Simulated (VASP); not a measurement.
Level of theory: PBEsol GGA, VASP's PBE PAW potentials (set 64) (plane waves; VASP 6.6.1).

The input files of a VASP run:

**INCAR**
```
! general
SYSTEM  = HfB
PREC    = Accurate
ENCUT   = 520   ! plane-wave cut-off (eV)
LREAL   = .False.   ! projection in real space or not
LASPH   = .True.

! electronic loop
EDIFF   = 1E-6   ! SCF stop (eV)
NELM    = 100   ! most electronic steps
ALGO    = Normal   ! blocked Davidson
LMAXMIX = 6

! smearing
ISMEAR  = 1
SIGMA   = 0.1   ! width (eV)

! functional
GGA     = PS

! ions
IBRION  = 2   ! conjugate gradients
NSW     = 60   ! most ionic steps
ISIF    = 3   ! ions, shape and volume
EDIFFG  = -0.01

! output
LWAVE   = .False.
LCHARG  = .False.
```

POSCAR:
```
HfB
1.0
  0.0000000000   2.7972000000   2.7972000000
  2.7972000000   0.0000000000   2.7972000000
  2.7972000000   2.7972000000   0.0000000000
Hf B
1 1
Direct
  0.0000000000   0.0000000000   0.0000000000
  0.5000000000   0.5000000000   0.5000000000
```

File KPOINTS:
```
Automatic mesh
0
Gamma
10 10 10
0 0 0
```

POTCAR, in this order: Hf_pv B (PBE.64 set). Program: vasp_std.

Output

**OSZICAR**
```
       N       E                     dE             d eps       ncg     rms          rms(c)
DAV:   1     0.125973729293E+02    0.12597E+02   -0.67640E+03   964   0.109E+03
DAV:   2    -0.167930552621E+02   -0.29390E+02   -0.28379E+02  1124   0.168E+02
DAV:   3    -0.179875588848E+02   -0.11945E+01   -0.11563E+01  1340   0.247E+01
DAV:   4    -0.180068118168E+02   -0.19253E-01   -0.19091E-01  1422   0.276E+00
DAV:   5    -0.180071711010E+02   -0.35928E-03   -0.35875E-03  1356   0.194E-01    0.285E+01
DAV:   6    -0.159817721719E+02    0.20254E+01   -0.10359E+01  1166   0.143E+01    0.208E+01
DAV:   7    -0.159050985259E+02    0.76674E-01   -0.35034E-01  1180   0.461E+00    0.111E+01
DAV:   8    -0.158929394639E+02    0.12159E-01   -0.75689E-02  1200   0.182E+00    0.666E-01
DAV:   9    -0.158912647132E+02    0.16748E-02   -0.54093E-03  1048   0.538E-01    0.360E-01
DAV:  10    -0.158913142699E+02   -0.49557E-04   -0.93038E-04  1360   0.228E-01    0.156E-01
DAV:  11    -0.158912860158E+02    0.28254E-04   -0.40420E-04  1248   0.108E-01    0.178E-02
DAV:  12    -0.158912784774E+02    0.75385E-05   -0.41578E-05  1350   0.328E-02    0.170E-02
DAV:  13    -0.158912784028E+02    0.74535E-07   -0.14636E-06   782   0.752E-03
   1 F= -.15891278E+02 E0= -.15891954E+02  d E =-.158913E+02
       N       E                     dE             d eps       ncg     rms          rms(c)
DAV:   1    -0.434868333017E+02   -0.27596E+02   -0.72612E+02   940   0.293E+02    0.698E+01
DAV:   2    -0.234949752350E+02    0.19992E+02   -0.22185E+01   944   0.536E+01    0.339E+01
DAV:   3    -0.170630623426E+02    0.64319E+01   -0.15265E+01   964   0.412E+01    0.208E+01
DAV:   4    -0.169445057036E+02    0.11856E+00   -0.34088E-01  1052   0.647E+00    0.132E+01
DAV:   5    -0.169026649232E+02    0.41841E-01   -0.10793E-01  1042   0.206E+00    0.180E+00
DAV:   6    -0.169023286107E+02    0.33631E-03   -0.70250E-03  1020   0.552E-01    0.205E-01
DAV:   7    -0.169023175332E+02    0.11078E-04   -0.11269E-04  1132   0.968E-02    0.140E-01
DAV:   8    -0.169023173937E+02    0.13949E-06   -0.31738E-06  1040   0.212E-02
   2 F= -.16902317E+02 E0= -.16902218E+02  d E =-.101104E+01
       N       E                     dE             d eps       ncg     rms          rms(c)
DAV:   1    -0.221168129843E+02   -0.52145E+01   -0.10269E+02   942   0.105E+02    0.302E+01
DAV:   2    -0.192110658722E+02    0.29057E+01   -0.61907E+00   940   0.249E+01    0.167E+01
DAV:   3    -0.184237760511E+02    0.78729E+00   -0.20755E+00  1076   0.129E+01    0.118E+01
DAV:   4    -0.183969870569E+02    0.26789E-01   -0.66079E-02  1082   0.233E+00    0.708E+00
DAV:   5    -0.183942908543E+02    0.26962E-02   -0.66152E-03  1190   0.499E-01    0.244E+00
DAV:   6    -0.183941308354E+02    0.16002E-03   -0.13784E-03  1112   0.222E-01    0.608E-02
DAV:   7    -0.183941238025E+02    0.70329E-05   -0.21282E-05  1052   0.354E-02    0.228E-02
DAV:   8    -0.183941235868E+02    0.21570E-06   -0.89340E-07   728   0.979E-03
   3 F= -.18394124E+02 E0= -.18392992E+02  d E =-.250285E+01
       N       E                     dE             d eps       ncg     rms          rms(c)
DAV:   1    -0.184064535305E+02   -0.12330E-01   -0.20662E-01   940   0.456E+00    0.108E+00
DAV:   2    -0.184006791673E+02    0.57744E-02   -0.88951E-03   940   0.982E-01    0.543E-01
DAV:   3    -0.183989201547E+02    0.17590E-02   -0.53626E-03  1008   0.668E-01    0.480E-01
DAV:   4    -0.183989239952E+02   -0.38406E-05   -0.58008E-05  1068   0.908E-02    0.478E-01
DAV:   5    -0.183988999090E+02    0.24086E-04   -0.27712E-05  1024   0.288E-02    0.429E-01
DAV:   6    -0.183989044910E+02   -0.45820E-05   -0.37288E-04  1082   0.965E-02    0.137E-01
DAV:   7    -0.183989110078E+02   -0.65168E-05   -0.91164E-06  1168   0.222E-02    0.118E-01
DAV:   8    -0.183988950461E+02    0.15962E-04   -0.96589E-06  1080   0.189E-02    0.911E-02
DAV:   9    -0.183988750970E+02    0.19949E-04   -0.41660E-05  1100   0.399E-02    0.322E-02
DAV:  10    -0.183988728471E+02    0.22499E-05   -0.34302E-06  1064   0.126E-02    0.164E-02
DAV:  11    -0.183988723409E+02    0.50617E-06   -0.29254E-07   482   0.334E-03
   4 F= -.18398872E+02 E0= -.18397794E+02  d E =-.250759E+01
       N       E                     dE             d eps       ncg     rms          rms(c)
DAV:   1    -0.184031155123E+02   -0.42427E-02   -0.11537E-01   940   0.342E+00    0.824E-01
DAV:   2    -0.183998942093E+02    0.32213E-02   -0.49744E-03   940   0.736E-01    0.414E-01
DAV:   3    -0.183989131661E+02    0.98104E-03   -0.30027E-03  1022   0.501E-01    0.364E-01
DAV:   4    -0.183989162507E+02   -0.30846E-05   -0.31850E-05  1062   0.671E-02    0.366E-01
DAV:   5    -0.183989787915E+02   -0.62541E-04   -0.11890E-04  1054   0.655E-02    0.403E-01
DAV:   6    -0.183989759966E+02    0.27948E-05   -0.15357E-03  1054   0.226E-01    0.348E-01
DAV:   7    -0.184140688266E+02   -0.15093E-01   -0.85160E-02  1068   0.181E+00    0.264E+00
DAV:   8    -0.184078969584E+02    0.61719E-02   -0.45577E-03  1046   0.493E-01    0.212E+00
DAV:   9    -0.184105940330E+02   -0.26971E-02   -0.79943E-04  1092   0.180E-01    0.244E+00
DAV:  10    -0.184001088054E+02    0.10485E-01   -0.10048E-01  1068   0.195E+00    0.861E-01
DAV:  11    -0.183996484927E+02    0.46031E-03   -0.14271E-03  1072   0.382E-01    0.726E-01
DAV:  12    -0.183989235797E+02    0.72491E-03   -0.23991E-03  1060   0.308E-01    0.146E-01
DAV:  13    -0.183988933406E+02    0.30239E-04   -0.97780E-05  1240   0.800E-02    0.449E-02
DAV:  14    -0.183988881783E+02    0.51624E-05   -0.10205E-05  1122   0.198E-02    0.157E-02
DAV:  15    -0.183988871858E+02    0.99250E-06   -0.22539E-06   874   0.968E-03
   5 F= -.18398887E+02 E0= -.18397865E+02  d E =-.250761E+01
       N       E                     dE             d eps       ncg     rms          rms(c)
DAV:   1    -0.184033856998E+02   -0.44975E-02   -0.12450E-01   940   0.355E+00    0.854E-01
DAV:   2    -0.183999086952E+02    0.34770E-02   -0.54982E-03   940   0.771E-01    0.429E-01
DAV:   3    -0.183988489007E+02    0.10598E-02   -0.31835E-03  1022   0.514E-01    0.376E-01
DAV:   4    -0.183988497222E+02   -0.82148E-06   -0.33731E-05  1060   0.693E-02    0.371E-01
DAV:   5    -0.183988388204E+02    0.10902E-04   -0.40874E-04  1028   0.102E-01    0.108E-01
DAV:   6    -0.183988150354E+02    0.23785E-04   -0.43971E-05  1064   0.468E-02    0.614E-02
DAV:   7    -0.183988127687E+02    0.22668E-05   -0.22034E-06   988   0.131E-02    0.355E-02
DAV:   8    -0.183988107680E+02    0.20006E-05   -0.24707E-06   942   0.966E-03    0.251E-02
DAV:   9    -0.183988099579E+02    0.81009E-06   -0.65778E-06  1072   0.159E-02
   6 F= -.18398810E+02 E0= -.18397731E+02  d E =0.772278E-04
       N       E                     dE             d eps       ncg     rms          rms(c)
DAV:   1    -0.184005230606E+02   -0.17123E-02   -0.34501E-02   940   0.187E+00    0.448E-01
DAV:   2    -0.183995610993E+02    0.96196E-03   -0.14970E-03   940   0.403E-01    0.225E-01
DAV:   3    -0.183992692078E+02    0.29189E-03   -0.89189E-04  1024   0.273E-01    0.198E-01
DAV:   4    -0.183992699035E+02   -0.69576E-06   -0.94354E-06  1056   0.366E-02
   7 F= -.18399270E+02 E0= -.18398223E+02  d E =-.382718E-03
```

OUTCAR:
```
------------------------ aborting loop because EDIFF is reached ----------------------------------------
  FORCE on cell =-STRESS in cart. coord.  units (eV):
  Direction    XX          YY          ZZ          XY          YZ          ZX
  --------------------------------------------------------------------------------------
  Total       -0.0072706     -0.0072706     -0.0072706      0.0000000      0.0000000     -0.0000000
  in kB       -0.4239187     -0.4239187     -0.4239187      0.0000000      0.0000000     -0.0000000
  external PRESSURE =      -0.4239187 kB  Pullay stress =       0.0000000 kB
  volume of cell :       27.48
      direct lattice vectors                 reciprocal lattice vectors
     0.000000000  2.395094171  2.395094171    -0.208760059  0.208760059  0.208760059
     2.395094171 -0.000000000  2.395094171     0.208760059 -0.208760059  0.208760059
     2.395094171  2.395094171  0.000000000     0.208760059  0.208760059 -0.208760059
 POSITION                                       TOTAL-FORCE (eV/Angst)
 -----------------------------------------------------------------------------------
      0.00000      0.00000      0.00000        -0.000000      0.000000     -0.000000
      2.39509      2.39509      2.39509         0.000000      0.000000      0.000000
 -----------------------------------------------------------------------------------
    total drift:                               -0.000000      0.000000      0.000000
  FREE ENERGIE OF THE ION-ELECTRON SYSTEM (eV)
  ---------------------------------------------------
  free  energy   TOTEN  =       -18.3992699035 eV

  energy  without entropy=      -18.3961299664  energy(sigma->0) =      -18.39822326

 reached required accuracy - stopping structural energy minimisation
```
(Selected blocks of OUTCAR.)

File CONTCAR:
```
HfB
   1.00000000000000
     0.0000000000000000    2.3950941714981910    2.3950941714981910
     2.3950941714981910   -0.0000000000000000    2.3950941714981910
     2.3950941714981910    2.3950941714981910    0.0000000000000000
  Hf              B
     1     1
Direct
     0.0000000000000000    0.0000000000000000    0.0000000000000000
     0.5000000000000000    0.5000000000000000    0.5000000000000000
```

File OUTCAR:
```
 val. band max:        4.2860687700   @ k =   0.5000   0.3000   0.1000

 cond. band min:       4.2952395574   @ k =   0.3000   0.2000   0.1000


 Fermi energy:         4.2893047673

 k-point     1 :       0.0000    0.0000    0.0000
  band No.  band energies     occupation
      1     -24.4937      2.00000
      2     -24.4937      2.00000
      3     -24.4937      2.00000
      4      -4.8825      2.00000
      5       6.3616      0.00000
      6       6.3616      0.00000
      7       6.3616      0.00000
      8       8.0114      0.00000
      9       8.0114      0.00000
     10       8.0114      0.00000

 k-point     2 :       0.1000    0.0000    0.0000
  band No.  band energies     occupation
      1     -24.5430      2.00000
      2     -24.4990      2.00000
      3     -24.4990      2.00000
      4      -4.6299      2.00000
      5       5.5284     -0.00000
      6       6.0275     -0.00000
      7       6.0275     -0.00000
      8       7.0143      0.00000
      9       7.0143      0.00000
     10       8.3894      0.00000

 k-point     3 :       0.2000    0.0000    0.0000
  band No.  band energies     occupation
      1     -24.6697      2.00000
      2     -24.5129      2.00000
      3     -24.5129      2.00000
      4      -3.9133      2.00000
      5       4.0774      2.01066
      6       4.8625     -0.00000
      7       4.8625     -0.00000
      8       7.5204      0.00000
      9       7.5204      0.00000
     10       8.8014      0.00000

 k-point     4 :       0.3000    0.0000    0.0000
  band No.  band energies     occupation
      1     -24.8218      2.00000
      2     -24.5299      2.00000
      3     -24.5299      2.00000
      4      -2.8448      2.00000
      5       2.5953      2.00000
      6       3.9157      2.00000
      7       3.9157      2.00000
      8       8.5015      0.00000
      9       8.5015      0.00000
     10       9.2644      0.00000

 k-point     5 :       0.4000    0.0000    0.0000
...
```

Energy and stress use the plane-wave basis of the starting cell. Unless said otherwise, spin-orbit coupling is left out, though it shifts the bands of the heavy elements here.

The structure was generated: HfB was put into the rock salt type (Fm-3m), which need not be its known phase. This run relaxes it. Symmetry was kept, so distortions that lower it aren't found. The electron count is odd and the run is not spin-polarised, which forces a metal.
